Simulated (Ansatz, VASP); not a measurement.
## Sn2I in VASP and in Ansatz

File INCAR:

```
SYSTEM = Sn2I
PREC = Accurate
ENCUT = 520
EDIFF = 1E-6
ISMEAR = 0
SIGMA = 0.1
LREAL = .False.
LASPH = .True.
NELM = 100
ALGO = Normal
ISIF = 2
LWAVE = .False.
LCHARG = .True.
GGA = PE
LELF = .True.
LVHAR = .True.
NBANDS = 44
```

KPOINTS

```
Automatic mesh
0
Gamma
  4 4 4
  0 0 0
```

Contents of POSCAR:

```
Sn2I
1.0
    6.7684731060      0.0000000000      0.0000000000
    0.0000000000      6.7684731060      0.0000000000
    0.0000000000      0.0000000000      4.3595803049
Sn I
4 2
Direct
    0.3060000000      0.3060000000      0.0000000000
    0.1940000000      0.8060000000      0.5000000000
    0.6940000000      0.6940000000      0.0000000000
    0.8060000000      0.1940000000      0.5000000000
    0.0000000000      0.0000000000      0.0000000000
    0.5000000000      0.5000000000      0.5000000000
```

Input for Ansatz:

```yaml
crystal:
  lattice:
    - [6.768473106, 0.0, 0.0]
    - [0.0, 6.768473106, 0.0]
    - [0.0, 0.0, 4.3595803049]
  atoms:
    - { symbol: Sn, position: [0.306, 0.306, 0.0] }
    - { symbol: Sn, position: [0.194, 0.806, 0.5] }
    - { symbol: Sn, position: [0.694, 0.694, 0.0] }
    - { symbol: Sn, position: [0.806, 0.194, 0.5] }
    - { symbol: I, position: [0.0, 0.0, 0.0] }
    - { symbol: I, position: [0.5, 0.5, 0.5] }
basis:
  ecutwfc: 420
kpoints:
  mp_grid: { grid: [4, 4, 4] }
hamiltonian:
  xc: pbe
scf:
  occupations: { method: gaussian, width: 0.1 }
  lower_state_search: "off"
output:
  forces: true
  stress: true
  eigenvalues: true
```

Alike in both runs: task single point; functional PBE; k mesh 4 × 4 × 4; occupations gaussian, width 0.1 eV; no spin polarisation.

|  | VASP | Ansatz |
| --- | --- | --- |
| version | VASP 6.6.1 | Ansatz 0.2.0 |
| potentials or method | VASP PAW PBE potentials, release 64 (Sn_d, I) | scalar-relativistic, plane waves, PAW |
| plane-wave cutoff (eV) | 520 | 420 |
| valence electrons in the cell | 70 | 90 |

|  | VASP | Ansatz | Ansatz less VASP |
| --- | --- | --- | --- |
| gap on the k mesh at the Fermi level (eV) | none | none | - |
| pressure (GPa) | 11.3 | 11.4 | +0.04 |
| largest component of the traceless stress (GPa) | 2.45 | 2.44 | -0.002 |
| rms of the force components (eV/Å) | 0.433 | 0.433 | 0.0000 |

Atom by atom the forces differ by 0.000 eV/Å (rms over components). A gap of «none» marks a metal or a gap that the smearing closes. The two sets of potentials don't hold the same shells in valence.

Caveats: the k mesh is coarse (spacing up to 0.36 Å⁻¹), so the values aren't converged. Spin-orbit coupling is left out, which matters for the levels of I.
